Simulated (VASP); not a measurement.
# HfMg3 (Pm-3m) in VASP: a series of runs

Runs on HfMg3. Level: LDA. Tasks: single point.

All numbers are computed with VASP 6.6.1; they aren't measurements. Logs are shortened: lines on timing, memory, paths and dates and some standing lists are left out, and cuts for length are marked.

### Step 1. The crystal as given

Symmetry: Pm-3m, No. 221, cubic system. Conventional cell: a = 4.433 Å, b = 4.433 Å, c = 4.433 Å, α = 90.00°, β = 90.00°, γ = 90.00°. Mg (site symmetry 4/mmm) is surrounded by 8 Mg at 3.13 Å and 4 Hf at 3.13 Å. Hf (site symmetry m-3m) is surrounded by 12 Mg at 3.13 Å.

The cell comes from a database or a generator and needn't be the stable form of this composition.

### Step 2. Single point, LDA

The input, INCAR:

```
SYSTEM = HfMg3
PREC = Accurate
ENCUT = 520
EDIFF = 1E-7
ISMEAR = -1
SIGMA = 0.02
LREAL = .FALSE.
LASPH = .TRUE.
NELM = 100
ALGO = Normal
ISIF = 2
LWAVE = .FALSE.
LCHARG = .FALSE.
GGA = CA
NBANDS = 16
```

The input, KPOINTS:

```
regular mesh
0
G
  2 2 2
  0 0 0
```

The input, POSCAR:

```
HfMg3
1.0
    4.4334000000      0.0000000000      0.0000000000
    0.0000000000      4.4334000000      0.0000000000
    0.0000000000      0.0000000000      4.4334000000
Mg Hf
3 1
Direct
    0.5000000000      0.5000000000      0.0000000000
    0.5000000000      0.0000000000      0.5000000000
    0.0000000000      0.5000000000      0.5000000000
    0.0000000000      0.0000000000      0.0000000000
```

Potentials or basis: VASP PAW LDA potentials, release 64 (Mg, Hf_pv).

Started as:

```
> cat potpaw_LDA.64/Mg/POTCAR potpaw_LDA.64/Hf_pv/POTCAR > POTCAR
> mpirun -np 1 vasp_std > vasp.out
```

OUTCAR:

```text
SYSTEM = HfMg3
   PREC = Accurate
   ENCUT = 520
   EDIFF = 1E-7
   ISMEAR = -1
   LREAL = .FALSE.
   LASPH = .TRUE.
   NELM = 100
   ISIF = 2
   GGA = CA

 ion  position               nearest neighbor table
   1  0.500  0.500  0.000-   2 3.13   3 3.13   4 3.13   2 3.13   3 3.13   2 3.13   4 3.13   2 3.13
                             3 3.13   4 3.13   3 3.13   4 3.13
   2  0.500  0.000  0.500-   1 3.13   3 3.13   4 3.13   1 3.13   4 3.13   1 3.13   3 3.13   1 3.13
                             3 3.13   4 3.13   4 3.13   3 3.13
   3  0.000  0.500  0.500-   1 3.13   2 3.13   4 3.13   1 3.13   4 3.13   2 3.13   4 3.13   4 3.13
                             1 3.13   2 3.13   1 3.13   2 3.13
   4  0.000  0.000  0.000-   1 3.13   2 3.13   3 3.13   2 3.13   3 3.13   1 3.13   3 3.13   3 3.13
                             1 3.13   2 3.13   2 3.13   1 3.13

  LATTYP: Found a simple cubic cell.
 ALAT       =     4.4334000000

  Lattice vectors:

 A1 = (   4.4334000000,   0.0000000000,   0.0000000000)
 A2 = (   0.0000000000,   4.4334000000,   0.0000000000)
 A3 = (   0.0000000000,   0.0000000000,   4.4334000000)

Analysis of symmetry for initial positions (statically):
=====================================================================
 Subroutine PRICEL returns:
 Original cell was already a primitive cell.

 Routine SETGRP: Setting up the symmetry group for a
 simple cubic supercell.

 Subroutine GETGRP returns: Found 48 space group operations
 (whereof 48 operations were pure point group operations)
 out of a pool of 48 trial point group operations.

The static configuration has the point symmetry O_h .

Analysis of symmetry for dynamics (positions and initial velocities):
=====================================================================
 Subroutine PRICEL returns:
 Original cell was already a primitive cell.

 Routine SETGRP: Setting up the symmetry group for a
 simple cubic supercell.

 Subroutine GETGRP returns: Found 48 space group operations
 (whereof 48 operations were pure point group operations)
 out of a pool of 48 trial point group operations.

The dynamic configuration has the point symmetry O_h .

 Subroutine INISYM returns: Found 48 space group operations
 (whereof 48 operations are pure point group operations),
 and found     1 'primitive' translations

----------------------------------------------------------------------------------------
[... 77 lines left out ...]
   LREAL  =      F    real-space projection
   EDIFFG = 0.1E-05   stopping-criterion for IOM
   NSW    =      0    number of steps for IOM
   IBRION =     -1    ionic relax: 0-MD 1-quasi-New 2-CG
   NFREE  =      0    steps in history (QN), initial steepest desc. (CG)
   ISIF   =      2    stress and relaxation
   ISYM   =      2    0-nonsym 1-usesym 2-fastsym
   POTIM  = 0.5000    time-step for ionic-motion
   TEBEG  =    0.0;   TEEND  =   0.0 temperature during run
   PSTRESS=    0.0 pullay stress
   NELECT =      16.0000    total number of electrons
   NUPDOWN=      -1.0000    fix difference up-down
   EMIN   =  10.00;   EMAX   =-10.00  energy-range for DOS
   EFERMI =   0.00;   METHOD = LEGACY
   ISMEAR =    -1;   SIGMA  =   0.02  broadening in eV -4-tet -1-fermi 0-gaus
   EFERMI_NEDOS =   21; number of points for ismear=-14 and -15
   IALGO  =     38    algorithm
   IMIX   =      4    mixing-type and parameters
     AMIX     =   0.40;   BMIX     =  1.00
     AMIX_MAG =   1.60;   BMIX_MAG =  1.00
  volume/ion in A,a.u.               =      21.78       147.01
  Fermi-wavevector in a.u.,A,eV,Ry     =   0.930489  1.758369 11.780057  0.865810
  Thomas-Fermi vector in A             =   2.056883
   LORBIT       =      0    0 simple, 1 ext, 2 COOP (PROOUT), +10 PAW based schemes
   GGA     = CA    functional components
   LHFCALC =     F    Hartree Fock is set to
   AEXX    =    0.0000 exact exchange contribution
   IVDW    =     0    specifies the selected vdW correction
   LEPSILON=     F    determine dielectric tensor
   LRPA    =     F    only Hartree local field effects (RPA)
 non-spin polarized calculation
  energy-cutoff  :      520.00
  volume of cell :       87.14
 maximum number of plane-waves:      2360
 NGX is ok and might be reduce to    36
   NGX = 17   NGY = 17   NGZ = 17

 number of electron      16.0000000 magnetization

 Free energy of the ion-electron system (eV)
  ---------------------------------------------------
  ext. energy  EPLUGINS =         0.00000000
  ---------------------------------------------------
  free energy    TOTEN  =       -15.55745378 eV

  energy without entropy =      -15.53835835  energy(sigma->0) =      -15.54790606

 E-fermi :   3.2030     XC(G=0):  -9.5800

 val. band max:        2.7237944043   @ k =   0.5000   0.5000   0.5000
 cond. band min:       3.2168793031   @ k =   0.5000   0.5000   0.0000
 fundamental gap:      0.4930848988
 Fermi energy:         3.2030163574

 k-point     1 :       0.0000    0.0000    0.0000
  band No.  band energies     occupation
      1     -27.6883      2.00000
      2     -27.6883      2.00000
      3     -27.6883      2.00000
      4      -3.9353      2.00000
      5       1.7734      2.00000
      6       1.7734      2.00000
[... 53 lines left out ...]
      3     -27.6973      2.00000
      4       0.7090      2.00000
      5       0.7090      2.00000
      6       0.7090      2.00000
[... 8 lines left out ...]
     15       7.9424      0.00000
     16       7.9424      0.00000

------------------------ aborting loop because EDIFF is reached ----------------------------------------

  FORCE on cell =-STRESS in cart. coord.  units (eV):
  Direction    XX          YY          ZZ          XY          YZ          ZX
  --------------------------------------------------------------------------------------
  -------------------------------------------------------------------------------------
  Total       -1.9121363     -1.9121363     -1.9121363     -0.0000000      0.0000000      0.0000000
  in kB      -35.1575562    -35.1575562    -35.1575562     -0.0000000      0.0000000      0.0000000
  external PRESSURE =     -35.1575562 kB  Pullay stress =       0.0000000 kB

 VOLUME and BASIS-vectors are now :
 -----------------------------------------------------------------------------
  energy-cutoff  :      520.00
  volume of cell :       87.14
      direct lattice vectors                 reciprocal lattice vectors
     4.433400000  0.000000000  0.000000000     0.225560518  0.000000000  0.000000000
     0.000000000  4.433400000  0.000000000     0.000000000  0.225560518  0.000000000
     0.000000000  0.000000000  4.433400000     0.000000000  0.000000000  0.225560518

 POSITION                                       TOTAL-FORCE (eV/Angst)
 -----------------------------------------------------------------------------------
      2.21670      2.21670      0.00000         0.000000      0.000000      0.000000
      2.21670      0.00000      2.21670         0.000000      0.000000      0.000000
      0.00000      2.21670      2.21670         0.000000      0.000000      0.000000
      0.00000      0.00000      0.00000         0.000000      0.000000      0.000000
 -----------------------------------------------------------------------------------
    total drift:                                0.000000     -0.000000     -0.000000

  FREE ENERGIE OF THE ION-ELECTRON SYSTEM (eV)
  ---------------------------------------------------
  free  energy   TOTEN  =       -15.5574537832 eV

  energy  without entropy=      -15.5383583457  energy(sigma->0) =      -15.54790606
```

stdout:

```text
POSCAR found type information on POSCAR MgHf
 POSCAR found :  2 types and       4 ions
 scaLAPACK will be used
 LDA part: xc-table for (Slater(with rela. corr.)+CA(PZ))
 , standard interpolation
 POSCAR, INCAR and KPOINTS ok, starting setup
 FFT: planning ... GRIDC
 FFT: planning ... GRID_SOFT
 FFT: planning ... GRID
 WAVECAR not read
 entering main loop
```

Run time: 3.7 s. Hardware: 1 thread of Intel Xeon 6975P-C (Granite Rapids), shared host; peak memory 0.16 GiB.

Results:

* Free energy: -15.5575 eV
* Pressure: -3.5 GPa
* Band gap on the k mesh: none (metal or under the smearing width)

Levels at points of the mesh, in eV from the Fermi level:
```
           k point  band 4  band 5  band 6  band 7  band 8  band 9  band 10  band 11
(0.00, 0.00, 0.00)   -7.14   -1.43   -1.43    0.34    0.34    0.34     1.06     1.06
(0.50, 0.00, 0.00)   -5.25   -4.93   -0.92   -0.54   -0.54    1.28     1.73     2.46
(0.50, 0.50, 0.00)   -3.90   -3.36   -2.88   -2.88    0.01    0.01     1.31     2.05
(0.50, 0.50, 0.50)   -2.49   -2.49   -2.49   -1.75   -1.01   -1.01    -1.01    -0.48
```

Caveat: the k mesh is coarse (spacing up to 0.71 Å⁻¹), so the values aren't converged.

### Step 3. Single point, LDA

The input, INCAR:

```
SYSTEM = HfMg3
PREC = Accurate
ENCUT = 520
EDIFF = 1E-6
ISMEAR = -1
SIGMA = 0.02
LREAL = .FALSE.
LASPH = .TRUE.
NELM = 100
ALGO = Normal
ISIF = 2
LWAVE = .FALSE.
LCHARG = .TRUE.
GGA = CA
LELF = .TRUE.
LVHAR = .TRUE.
NBANDS = 16
```

The input, KPOINTS:

```
regular mesh
0
G
  3 3 3
  0 0 0
```

POSCAR is that of step 2.

Potentials or basis: VASP PAW LDA potentials, release 64 (Mg, Hf_pv).

Started as:

```
> cat potpaw_LDA.64/Mg/POTCAR potpaw_LDA.64/Hf_pv/POTCAR > POTCAR
> mpirun -np 1 vasp_std > vasp.out
```

OUTCAR:

```text
SYSTEM = HfMg3
   PREC = Accurate
   ENCUT = 520
   EDIFF = 1E-6
   ISMEAR = -1
   LREAL = .FALSE.
   LASPH = .TRUE.
   NELM = 100
   ISIF = 2
   GGA = CA

 ion  position               nearest neighbor table
   1  0.500  0.500  0.000-   2 3.13   3 3.13   4 3.13   2 3.13   3 3.13   2 3.13   4 3.13   2 3.13
                             3 3.13   4 3.13   3 3.13   4 3.13
   2  0.500  0.000  0.500-   1 3.13   3 3.13   4 3.13   1 3.13   4 3.13   1 3.13   3 3.13   1 3.13
                             3 3.13   4 3.13   4 3.13   3 3.13
   3  0.000  0.500  0.500-   1 3.13   2 3.13   4 3.13   1 3.13   4 3.13   2 3.13   4 3.13   4 3.13
                             1 3.13   2 3.13   1 3.13   2 3.13
   4  0.000  0.000  0.000-   1 3.13   2 3.13   3 3.13   2 3.13   3 3.13   1 3.13   3 3.13   3 3.13
                             1 3.13   2 3.13   2 3.13   1 3.13

  LATTYP: Found a simple cubic cell.
 ALAT       =     4.4334000000

  Lattice vectors:

 A1 = (   4.4334000000,   0.0000000000,   0.0000000000)
 A2 = (   0.0000000000,   4.4334000000,   0.0000000000)
 A3 = (   0.0000000000,   0.0000000000,   4.4334000000)

Analysis of symmetry for initial positions (statically):
=====================================================================
 Subroutine PRICEL returns:
 Original cell was already a primitive cell.

 Routine SETGRP: Setting up the symmetry group for a
 simple cubic supercell.

 Subroutine GETGRP returns: Found 48 space group operations
 (whereof 48 operations were pure point group operations)
 out of a pool of 48 trial point group operations.

The static configuration has the point symmetry O_h .

Analysis of symmetry for dynamics (positions and initial velocities):
=====================================================================
 Subroutine PRICEL returns:
 Original cell was already a primitive cell.

 Routine SETGRP: Setting up the symmetry group for a
 simple cubic supercell.

 Subroutine GETGRP returns: Found 48 space group operations
 (whereof 48 operations were pure point group operations)
 out of a pool of 48 trial point group operations.

The dynamic configuration has the point symmetry O_h .

 Subroutine INISYM returns: Found 48 space group operations
 (whereof 48 operations are pure point group operations),
 and found     1 'primitive' translations

----------------------------------------------------------------------------------------

                                     Primitive cell

  volume of cell :      87.1386

  direct lattice vectors                    reciprocal lattice vectors
     4.433400000  0.000000000  0.000000000     0.225560518  0.000000000  0.000000000
     0.000000000  4.433400000  0.000000000     0.000000000  0.225560518  0.000000000
     0.000000000  0.000000000  4.433400000     0.000000000  0.000000000  0.225560518

  length of vectors
     4.433400000  4.433400000  4.433400000     0.225560518  0.225560518  0.225560518

  position of ions in fractional coordinates (direct lattice)
     0.500000000  0.500000000  0.000000000
     0.500000000  0.000000000  0.500000000
     0.000000000  0.500000000  0.500000000
     0.000000000  0.000000000  0.000000000

[... 26 lines left out ...]
     0.000000000  0.000000000  0.000000000

 Subroutine IBZKPT returns following result:
 ===========================================

 Found      4 irreducible k-points:

 Following reciprocal coordinates:
            Coordinates               Weight
  0.000000  0.000000  0.000000      1.000000
  0.333333  0.000000  0.000000      6.000000
  0.333333  0.333333  0.000000     12.000000
  0.333333  0.333333  0.333333      8.000000
   k-points           NKPTS =      4   k-points in BZ     NKDIM =      4   number of bands    NBANDS=     16
   number of dos      NEDOS =    301   number of ions     NIONS =      4
   total plane-waves  NPLWV =  46656
   dimension x,y,z NGX =    36 NGY =   36 NGZ =   36
   dimension x,y,z NGXF=    72 NGYF=   72 NGZF=   72
   ions per type =               3   1
   NGX,Y,Z   is equivalent  to a cutoff of  13.50, 13.50, 13.50 a.u.
   NGXF,Y,Z  is equivalent  to a cutoff of  27.00, 27.00, 27.00 a.u.
 SYSTEM =  HfMg3
   PREC   = accura    normal or accurate (medium, high low for compatibility)
   ISTART =      0    job   : 0-new  1-cont  2-samecut
   ICHARG =      2    charge: 1-file 2-atom 10-const
   ISPIN  =      1    spin polarized calculation?
   LNONCOLLINEAR =      F non collinear calculations
   LSORBIT =      F    spin-orbit coupling
   LASPH  =      T    aspherical Exc in radial PAW
   ENCUT  =  520.0 eV  38.22 Ry    6.18 a.u.   8.24  8.24  8.24*2*pi/ulx,y,z
   NELM   =    100;   NELMIN=  2; NELMDL= -5     # of ELM steps
   EDIFF  = 0.1E-05   stopping-criterion for ELM
   LREAL  =      F    real-space projection
   EDIFFG = 0.1E-04   stopping-criterion for IOM
   NSW    =      0    number of steps for IOM
   IBRION =     -1    ionic relax: 0-MD 1-quasi-New 2-CG
   NFREE  =      0    steps in history (QN), initial steepest desc. (CG)
   ISIF   =      2    stress and relaxation
   ISYM   =      2    0-nonsym 1-usesym 2-fastsym
   POTIM  = 0.5000    time-step for ionic-motion
   TEBEG  =    0.0;   TEEND  =   0.0 temperature during run
   PSTRESS=    0.0 pullay stress
   NELECT =      16.0000    total number of electrons
   NUPDOWN=      -1.0000    fix difference up-down
   EMIN   =  10.00;   EMAX   =-10.00  energy-range for DOS
   EFERMI =   0.00;   METHOD = LEGACY
   ISMEAR =    -1;   SIGMA  =   0.02  broadening in eV -4-tet -1-fermi 0-gaus
   EFERMI_NEDOS =   21; number of points for ismear=-14 and -15
   IALGO  =     38    algorithm
   IMIX   =      4    mixing-type and parameters
     AMIX     =   0.40;   BMIX     =  1.00
     AMIX_MAG =   1.60;   BMIX_MAG =  1.00
  volume/ion in A,a.u.               =      21.78       147.01
  Fermi-wavevector in a.u.,A,eV,Ry     =   0.930489  1.758369 11.780057  0.865810
  Thomas-Fermi vector in A             =   2.056883
   LORBIT       =      0    0 simple, 1 ext, 2 COOP (PROOUT), +10 PAW based schemes
   GGA     = CA    functional components
   LHFCALC =     F    Hartree Fock is set to
   AEXX    =    0.0000 exact exchange contribution
   IVDW    =     0    specifies the selected vdW correction
   LEPSILON=     F    determine dielectric tensor
   LRPA    =     F    only Hartree local field effects (RPA)
 non-spin polarized calculation
  energy-cutoff  :      520.00
  volume of cell :       87.14
 maximum number of plane-waves:      2353
 NGX is ok and might be reduce to    36
   NGX = 17   NGY = 17   NGZ = 17

 number of electron      16.0000000 magnetization

 Free energy of the ion-electron system (eV)
  ---------------------------------------------------
  ext. energy  EPLUGINS =         0.00000000
  ---------------------------------------------------
  free energy    TOTEN  =       -15.52665276 eV

  energy without entropy =      -15.51432947  energy(sigma->0) =      -15.52049111

 E-fermi :   3.0291     XC(G=0):  -9.5804

 val. band max:        3.0291218812   @ k =   0.3333   0.3333   0.0000
 cond. band min:       3.3842981578   @ k =   0.3333   0.3333   0.0000
 fundamental gap:      0.3551762766
 Fermi energy:         3.0291220971

 k-point     1 :       0.0000    0.0000    0.0000
  band No.  band energies     occupation
      1     -27.8171      2.00000
      2     -27.8171      2.00000
      3     -27.8171      2.00000
      4      -3.9346      2.00000
      5       1.7472      2.00000
      6       1.7472      2.00000
[... 53 lines left out ...]
      3     -27.8240      2.00000
      4      -1.2828      2.00000
      5       0.8762      2.00000
      6       0.8762      2.00000
[... 8 lines left out ...]
     15       8.0040      0.00000
     16       8.5870      0.00000

------------------------ aborting loop because EDIFF is reached ----------------------------------------

  FORCE on cell =-STRESS in cart. coord.  units (eV):
  Direction    XX          YY          ZZ          XY          YZ          ZX
  --------------------------------------------------------------------------------------
  -------------------------------------------------------------------------------------
  Total       -2.1928041     -2.1928041     -2.1928041     -0.0000000     -0.0000000     -0.0000000
  in kB      -40.3180633    -40.3180633    -40.3180633     -0.0000000     -0.0000000     -0.0000000
  external PRESSURE =     -40.3180633 kB  Pullay stress =       0.0000000 kB

 VOLUME and BASIS-vectors are now :
 -----------------------------------------------------------------------------
  energy-cutoff  :      520.00
  volume of cell :       87.14
      direct lattice vectors                 reciprocal lattice vectors
     4.433400000  0.000000000  0.000000000     0.225560518  0.000000000  0.000000000
     0.000000000  4.433400000  0.000000000     0.000000000  0.225560518  0.000000000
     0.000000000  0.000000000  4.433400000     0.000000000  0.000000000  0.225560518

 POSITION                                       TOTAL-FORCE (eV/Angst)
 -----------------------------------------------------------------------------------
      2.21670      2.21670      0.00000         0.000000      0.000000      0.000000
      2.21670      0.00000      2.21670         0.000000      0.000000      0.000000
      0.00000      2.21670      2.21670         0.000000      0.000000      0.000000
      0.00000      0.00000      0.00000         0.000000      0.000000      0.000000
 -----------------------------------------------------------------------------------
    total drift:                                0.000000     -0.000000     -0.000000

  FREE ENERGIE OF THE ION-ELECTRON SYSTEM (eV)
  ---------------------------------------------------
  free  energy   TOTEN  =       -15.5266527572 eV

  energy  without entropy=      -15.5143294666  energy(sigma->0) =      -15.52049111
```

OSZICAR:

```text
N       E                     dE             d eps       ncg     rms          rms(c)
DAV:   1     0.215078719947E+02    0.21508E+02   -0.68516E+03   136   0.802E+02
DAV:   2    -0.147587670159E+02   -0.36267E+02   -0.33403E+02   184   0.149E+02
DAV:   3    -0.160988899899E+02   -0.13401E+01   -0.13313E+01   144   0.190E+01
DAV:   4    -0.161125902445E+02   -0.13700E-01   -0.13688E-01   160   0.227E+00
DAV:   5    -0.161128454996E+02   -0.25526E-03   -0.25525E-03   160   0.268E-01    0.327E+01
DAV:   6    -0.156295359491E+02    0.48331E+00   -0.88898E-01   128   0.440E+00    0.212E+01
DAV:   7    -0.155299618877E+02    0.99574E-01   -0.28071E-01   160   0.264E+00    0.112E+00
DAV:   8    -0.155270544731E+02    0.29074E-02   -0.12110E-02   144   0.640E-01    0.420E-01
DAV:   9    -0.155266607789E+02    0.39369E-03   -0.18925E-03   160   0.255E-01    0.210E-01
DAV:  10    -0.155266575294E+02    0.32495E-05   -0.31802E-05   152   0.326E-02    0.400E-02
DAV:  11    -0.155266528887E+02    0.46406E-05   -0.56207E-06   168   0.147E-02    0.325E-03
DAV:  12    -0.155266527572E+02    0.13151E-06   -0.40669E-07   104   0.358E-03
   1 F= -.15526653E+02 E0= -.15520491E+02  d E =-.123233E-01
```

It took 3.9 s on 1 thread of Intel Xeon 6975P-C (Granite Rapids), shared host; peak memory 0.16 GiB.

What came out:

- Free energy: -15.5267 eV
- Pressure: -4.0 GPa
- Band gap on the k mesh: none (metal or under the smearing width)

Caveat: the k mesh is coarse (spacing up to 0.47 Å⁻¹), so the values aren't converged.
